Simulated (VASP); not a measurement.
Level of theory: rev-vdW-DF2, VASP's PBE PAW potentials (set 64) (plane waves; VASP).

The input files of a VASP run:

**POSCAR**
```
HfC
1
   -0.0000000000     2.3152046949     2.3152046949
    2.3152046949    -0.0000000000     2.3152046949
    2.3152046949     2.3152046949     0.0000000000
Hf C
1 1
Direct
  0.0000000000   0.0000000000   0.0000000000
  0.5000000000   0.5000000000   0.5000000000
```

KPOINTS:
```
Automatic mesh
0
G
  15 15 15
```

### INCAR
```
AGGAC  =  0.0
ALGO  =  Normal
EDIFF  =  1E-7
ENCUT  =  520
GGA  =  MK
ISIF  =  2
ISMEAR  =  -5
LASPH  =  .TRUE.
LCHARG  =  .TRUE.
LMAXMIX  =  6
LORBIT  =  11
LREAL  =  .FALSE.
LUSE_VDW  =  .TRUE.
LWAVE  =  .FALSE.
NEDOS  =  601
NELM  =  100
PARAM1  =  0.1234568
PARAM2  =  0.7114
PREC  =  Accurate
SYSTEM  =  HfC
ZAB_VDW  =  -1.8867
```

POTCAR, in this order: Hf_pv C (PBE.64 set). Program: vasp_std.

What VASP printed:

**OUTCAR**
```
 ion  position               nearest neighbor table
   1  0.000  0.000  0.000-   2 2.32   2 2.32   2 2.32   2 2.32   2 2.32   2 2.32
   2  0.500  0.500  0.500-   1 2.32   1 2.32   1 2.32   1 2.32   1 2.32   1 2.32
  LATTYP: Found a face centered cubic cell.
 ALAT       =     4.6304093898
 Subroutine PRICEL returns:
 Original cell was already a primitive cell.
 Subroutine GETGRP returns: Found 48 space group operations
The static configuration has the point symmetry O_h .
The dynamic configuration has the point symmetry O_h .
 Subroutine INISYM returns: Found 48 space group operations
 Subroutine IBZKPT returns following result:
 Found    120 irreducible k-points:

 Following reciprocal coordinates:
            Coordinates               Weight
  0.000000  0.000000  0.000000      1.000000
  0.066667  0.000000  0.000000      8.000000
  0.133333  0.000000  0.000000      8.000000
  0.200000  0.000000  0.000000      8.000000
  0.266667  0.000000  0.000000      8.000000
  0.333333  0.000000  0.000000      8.000000
  0.400000  0.000000  0.000000      8.000000
  0.466667  0.000000  0.000000      8.000000
  0.066667  0.066667  0.000000      6.000000
  0.133333  0.066667  0.000000     24.000000
  0.200000  0.066667  0.000000     24.000000
  0.266667  0.066667  0.000000     24.000000
  0.333333  0.066667  0.000000     24.000000
  0.400000  0.066667  0.000000     24.000000
  0.466667  0.066667  0.000000     24.000000
 -0.466667  0.066667  0.000000     24.000000
 -0.400000  0.066667  0.000000     24.000000
 -0.333333  0.066667  0.000000     24.000000
 -0.266667  0.066667  0.000000     24.000000
 -0.200000  0.066667  0.000000     24.000000
 -0.133333  0.066667  0.000000     24.000000
 -0.066667  0.066667  0.000000     12.000000
  0.133333  0.133333  0.000000      6.000000
  0.200000  0.133333  0.000000     24.000000
  0.266667  0.133333  0.000000     24.000000
  0.333333  0.133333  0.000000     24.000000
  0.400000  0.133333  0.000000     24.000000
  0.466667  0.133333  0.000000     24.000000
 -0.466667  0.133333  0.000000     24.000000
 -0.400000  0.133333  0.000000     24.000000
 -0.333333  0.133333  0.000000     24.000000
 -0.266667  0.133333  0.000000     24.000000
 -0.200000  0.133333  0.000000     24.000000
 -0.133333  0.133333  0.000000     12.000000
  0.200000  0.200000  0.000000      6.000000
  0.266667  0.200000  0.000000     24.000000
  0.333333  0.200000  0.000000     24.000000
  0.400000  0.200000  0.000000     24.000000
  0.466667  0.200000  0.000000     24.000000
 -0.466667  0.200000  0.000000     24.000000
   k-points           NKPTS =    120   k-points in BZ     NKDIM =    120   number of bands    NBANDS=     11
   number of dos      NEDOS =    601   number of ions     NIONS =      2
   total plane-waves  NPLWV =  13824
   dimension x,y,z NGX =    24 NGY =   24 NGZ =   24
   dimension x,y,z NGXF=    48 NGYF=   48 NGZF=   48
   ions per type =               1   1
   PREC   = accura    normal or accurate (medium, high low for compatibility)
   ISTART =      0    job   : 0-new  1-cont  2-samecut
   ICHARG =      2    charge: 1-file 2-atom 10-const
   ISPIN  =      1    spin polarized calculation?
   LNONCOLLINEAR =      F non collinear calculations
   LSORBIT =      F    spin-orbit coupling
   INIWAV =      1    electr: 0-lowe 1-rand  2-diag
   ENCUT  =  520.0 eV  38.22 Ry    6.18 a.u.   6.09  6.09  6.09*2*pi/ulx,y,z
   NELM   =    100;   NELMIN=  2; NELMDL= -5     # of ELM steps
   EDIFF  = 0.1E-06   stopping-criterion for ELM
   LREAL  =      F    real-space projection
   NLSPLINE    = F    spline interpolate recip. space projectors
   LMAXMIX     =    6 max onsite mixed and CHGCAR
...
```

File OSZICAR:
```
       N       E                     dE             d eps       ncg     rms          rms(c)
DAV:   1     0.263021038063E+02    0.26302E+02   -0.78744E+03  2648   0.122E+03
DAV:   2    -0.196997698225E+02   -0.46002E+02   -0.44209E+02  3463   0.215E+02
DAV:   3    -0.213997345748E+02   -0.17000E+01   -0.16724E+01  3401   0.318E+01
DAV:   4    -0.214160301427E+02   -0.16296E-01   -0.16284E-01  3192   0.316E+00
DAV:   5    -0.214162669097E+02   -0.23677E-03   -0.23672E-03  3484   0.307E-01    0.584E+01
DAV:   6    -0.182887217216E+02    0.31275E+01   -0.20996E+01  2930   0.235E+01    0.415E+01
DAV:   7    -0.182170854932E+02    0.71636E-01   -0.69451E-01  3107   0.627E+00    0.252E+01
DAV:   8    -0.182096752233E+02    0.74103E-02   -0.55880E-02  2910   0.240E+00    0.621E+00
DAV:   9    -0.182037456515E+02    0.59296E-02   -0.28786E-02  3017   0.101E+00    0.192E+00
DAV:  10    -0.182035420242E+02    0.20363E-03   -0.80588E-04  3145   0.247E-01    0.509E-01
DAV:  11    -0.182035252179E+02    0.16806E-04   -0.21813E-04  3063   0.108E-01    0.517E-02
DAV:  12    -0.182035239564E+02    0.12614E-05   -0.71935E-06  3064   0.246E-02    0.699E-02
DAV:  13    -0.182035234718E+02    0.48463E-06   -0.62607E-07  3167   0.779E-03    0.295E-03
DAV:  14    -0.182035234618E+02    0.10043E-07   -0.99353E-09  1539   0.104E-03
   1 F= -.18203523E+02 E0= -.18203523E+02  d E =0.000000E+00
```

File OUTCAR:
```
------------------------ aborting loop because EDIFF is reached ----------------------------------------
  FORCE on cell =-STRESS in cart. coord.  units (eV):
  Direction    XX          YY          ZZ          XY          YZ          ZX
  --------------------------------------------------------------------------------------
  Total       -0.0070544     -0.0070544     -0.0070544      0.0000000      0.0000000      0.0000000
  in kB       -0.4553771     -0.4553771     -0.4553771      0.0000000      0.0000000      0.0000000
  external PRESSURE =      -0.4553771 kB  Pullay stress =       0.0000000 kB
  volume of cell :       24.82
      direct lattice vectors                 reciprocal lattice vectors
     0.000000000  2.315204695  2.315204695    -0.215963626  0.215963626  0.215963626
     2.315204695  0.000000000  2.315204695     0.215963626 -0.215963626  0.215963626
     2.315204695  2.315204695  0.000000000     0.215963626  0.215963626 -0.215963626
 POSITION                                       TOTAL-FORCE (eV/Angst)
 -----------------------------------------------------------------------------------
      0.00000      0.00000      0.00000        -0.000000     -0.000000      0.000000
      2.31520      2.31520      2.31520         0.000000      0.000000     -0.000000
 -----------------------------------------------------------------------------------
    total drift:                                0.000000     -0.000000     -0.000000
  FREE ENERGIE OF THE ION-ELECTRON SYSTEM (eV)
  ---------------------------------------------------
  free  energy   TOTEN  =       -18.2035234618 eV

  energy  without entropy=      -18.2035234618  energy(sigma->0) =      -18.20352346

 total charge

# of ion       s       p       d       tot
------------------------------------------
    1        0.312   6.636   1.691   8.639
    2        0.874   1.527   0.000   2.401
--------------------------------------------------
tot          1.186   8.163   1.691  11.040
```
(Selected blocks of OUTCAR.)

File OUTCAR:
```
 val. band max:        6.1467571530   @ k =   0.0667   0.0000   0.0000

 cond. band min:       5.9101433238   @ k =   0.2000   0.2000   0.0000


 Fermi energy:         5.9825653041

 k-point     1 :       0.0000    0.0000    0.0000
  band No.  band energies     occupation
      1     -23.5805      2.00000
      2     -23.5805      2.00000
      3     -23.5805      2.00000
      4      -6.3616      2.00000
      5       6.9708     -0.29995
      6       6.9708      0.00000
      7       6.9708      0.00000
      8       7.3316      0.00000
      9       7.3316      0.00000
     10       7.3316      0.00000
     11       9.3802      0.00000

 k-point     2 :       0.0667    0.0000    0.0000
  band No.  band energies     occupation
      1     -23.6132      2.00000
      2     -23.5836      2.00000
      3     -23.5836      2.00000
      4      -6.2473      2.00000
      5       6.1468      1.07882
      6       6.3988      0.04742
      7       6.3988     -0.11152
      8       7.5763      0.00000
      9       7.5763      0.00000
     10       7.8785      0.00000
     11       9.9421      0.00000

 k-point     3 :       0.1333    0.0000    0.0000
  band No.  band energies     occupation
      1     -23.7044      2.00000
      2     -23.5924      2.00000
      3     -23.5924      2.00000
      4      -5.9151      2.00000
      5       5.0032      2.00589
      6       5.5334      2.04340
      7       5.5334      2.10933
      8       7.9530      0.00000
      9       7.9530      0.00000
     10       8.3239      0.00000
     11      11.1219      0.00000

 k-point     4 :       0.2000    0.0000    0.0000
  band No.  band energies     occupation
      1     -23.8357      2.00000
      2     -23.6053      2.00000
      3     -23.6053      2.00000
      4      -5.3953      2.00000
      5       3.8058      2.00000
      6       4.7180      2.00000
      7       4.7180      2.00000
      8       8.4951      0.00000
      9       8.4951      0.00000
...
```

For a metal the tetrahedron method with Blöchl corrections gives inexact stress and forces. Unless said otherwise, spin-orbit coupling is left out, though it shifts the bands of the heavy elements here.

The compound is HfC in the rock salt structure. It was relaxed first.
